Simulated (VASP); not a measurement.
A run of VASP 6.6.1 is set up as follows.

INCAR

```
ALGO = Normal ; EDIFF = 1E-7
ENCUT = 300 ; GGA = PE
ISIF = 2 ; ISMEAR = 0
LASPH = T ; LCHARG = F
LREAL = F ; LWAVE = F
NBANDS = 16 ; NELM = 100
PREC = Accurate ; SIGMA = 0.02
```

The input KPOINTS:

```
k-points
0
Gamma
  8 8 8
```

The input POSCAR:

```
ZnSe
1.0
    0.0000000000      2.8338000000      2.8338000000
    2.8338000000      0.0000000000      2.8338000000
    2.8338000000      2.8338000000      0.0000000000
Zn Se
1 1
Direct
    0.0000000000      0.0000000000      0.0000000000
    0.2500000000      0.2500000000      0.2500000000
```

Potentials or basis: VASP PAW PBE potentials, release 64 (Zn, Se).

The run is started by

```sh
$ cat potpaw_PBE.64/Zn/POTCAR potpaw_PBE.64/Se/POTCAR > POTCAR
$ mpirun -np 1 vasp_std > vasp.out
```

Q: What does it give for the band gap on the k mesh?

A: 1.29 eV, direct.

**Measured values to compare with.**

“Alloy Disordering Effects on the Thermal Conductivity and Energy Gap Temperature Dependence of Cd1−xZnxSe Ternary Crystals Grown by the Bridgman Method”, 2023, pmc:10253836 reports, for a bulk crystal of ZnSe at 300 K: band gap 2.695 ± 0.003 eV (an exciton energy, a little under the gap).

Measured gap of ZnSe: 2.695 eV (an exciton energy, a little under the gap; 300 K; “Alloy Disordering Effects on the Thermal Conductivity and Energy Gap Temperature Dependence of Cd1−xZnxSe Ternary Crystals Grown by the Bridgman Method”, 2023, pmc:10253836). This calculation gives 1.29 eV (-1.41 eV). So large a miss can be the level of theory's own, or it may mean another phase, state or a wrong row. Spin-orbit coupling on Se is left out. The value is that of PBE, without temperature or zero-point motion. Semilocal functionals fall short of measured gaps as a rule.
